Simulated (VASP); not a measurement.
An input for Ansatz (written as the equivalent of a VASP run, and not itself run):

Ansatz 0.2 input:
```yaml
crystal:
  lattice:
    - [2.3617100, 0.0000000, 0.0000000]
    - [0.0000000, 2.3617100, 0.0000000]
    - [0.0000000, 0.0000000, 2.3617100]
  atoms:
    - { symbol: Cu, position: [0.0000000, 0.0000000, 0.0000000] }
kpoints:
  mp_grid: { grid: [14, 14, 14] }
hamiltonian:
  xc: pbe
  pseudopotentials: { kind: paw }
scf:
  occupations: { method: methfessel_paxton, width: 0.1 }
  max_iter: 100
output: { forces: true, stress: true, eigenvalues: true }
```

**Question.** Write the VASP files for the same calculation (PBE).

**Answer.** Several could match; the one computed here: 
INCAR:
```
ISIF = 2
PREC = Accurate
LCHARG = .FALSE.
GGA = PE   # PBE
SYSTEM = Cu
ENCUT = 400   # plane-wave cut-off (eV)
NELM = 100   # most electronic steps
EDIFF = 1E-3
LWAVE = .FALSE.
LASPH = .TRUE.   # aspherical one-centre terms
SIGMA = 0.1
LMAXMIX = 4
ALGO = Normal   # blocked Davidson
LREAL = .FALSE.
ISMEAR = 1
```

KPOINTS:
```
K-points
0
Gamma
14 14 14
0 0 0
```

File POSCAR:
```
Cu
1
    2.3617100000     0.0000000000     0.0000000000
    0.0000000000     2.3617100000     0.0000000000
    0.0000000000     0.0000000000     2.3617100000
Cu
1
Direct
  0.0000000000   0.0000000000   0.0000000000
```

POTCAR, in this order: Cu (PBE.64 set). Program: vasp_std.

What does not carry over: each code has its own PAW files, so the cut-off isn't converted (ENCUT is set for VASP's; basis.ecutwfc is left out, and Ansatz then takes the one that its files recommend); Ansatz stops its SCF on the density residual and VASP on the energy change (EDIFF).

The structure was generated: Cu was put into the simple-cubic type (Pm-3m), which need not be its known phase. The cell was not relaxed at this level. The run is one of a series of settings (EDIFF = 1E-3 against the base run), some of them coarse on purpose.
